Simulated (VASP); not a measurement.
A run of VASP 6.6.1 is set up as follows.

File INCAR:

```
SYSTEM = Cs2AgBiBr6
PREC = Accurate
ENCUT = 600
EDIFF = 1E-7
ISMEAR = 0
SIGMA = 0.03
LREAL = .False.
LASPH = .True.
NELM = 80
ALGO = Normal
ISIF = 3
LWAVE = .False.
LCHARG = .False.
METAGGA = R2SCAN
LMIXTAU = .True.
IBRION = 2
NSW = 90
EDIFFG = -0.005
KPAR = 2
```

Contents of KPOINTS:

```
regular mesh
0
Gamma
  4 4 4
  0 0 0
```

The input POSCAR:

```
Cs2AgBiBr6                              
1.0
   -0.0000000000      5.6716597871      5.6716597871
    5.6716597871     -0.0000000000      5.6716597871
    5.6716597871      5.6716597871      0.0000000000
  Cs              Ag              Bi              Br            
     2     1     1     6
Direct
     0.2500000000000000    0.2500000000000000    0.2500000000000000
     0.7500000000000000    0.7500000000000000    0.7500000000000000
     0.5000000000000000    0.5000000000000000    0.5000000000000000
     0.0000000000000000    0.0000000000000000    0.0000000000000000
     0.2519194164078726    0.7480805835921273    0.2519194164078726
     0.2519194164078726    0.7480805835921273    0.7480805835921273
     0.7480805835921273    0.2519194164078726    0.7480805835921273
     0.7480805835921273    0.2519194164078726    0.2519194164078726
     0.2519194164078726    0.2519194164078726    0.7480805835921273
     0.7480805835921273    0.7480805835921273    0.2519194164078726
```

Potentials or basis: VASP PAW PBE potentials, release 64 (Cs_sv, Ag, Bi_d, Br).

Launch:

```console
$ cat potpaw_PBE.64/Cs_sv/POTCAR potpaw_PBE.64/Ag/POTCAR potpaw_PBE.64/Bi_d/POTCAR potpaw_PBE.64/Br/POTCAR > POTCAR
$ mpirun -np 2 vasp_std > vasp.out
```

Question: Predict the band gap on the k mesh.

Answer: 1.65 eV, indirect (least direct gap 2.79 eV).

Final structure:
```xyz
10
Lattice="0.0000 5.6717 5.6717 5.6717 0.0000 5.6717 5.6717 5.6717 0.0000" Properties=species:S:1:pos:R:3 pbc="T T T"
Cs    2.8358    2.8358    2.8358
Cs    8.5075    8.5075    8.5075
Ag    5.6717    5.6717    5.6717
Bi    0.0000    0.0000    0.0000
Br    5.6717    2.8576    5.6717
Br    8.4857    5.6717    5.6717
Br    5.6717    8.4857    5.6717
Br    2.8576    5.6717    5.6717
Br    5.6717    5.6717    2.8576
Br    5.6717    5.6717    8.4857
```

Caveat: the relaxation stopped at its first step, so nothing moved; spin-orbit coupling is left out, which as a rule narrows the gap of such compounds by several tenths of an eV. r2SCAN opens gaps a little over a GGA but as a rule still falls short of measured ones.
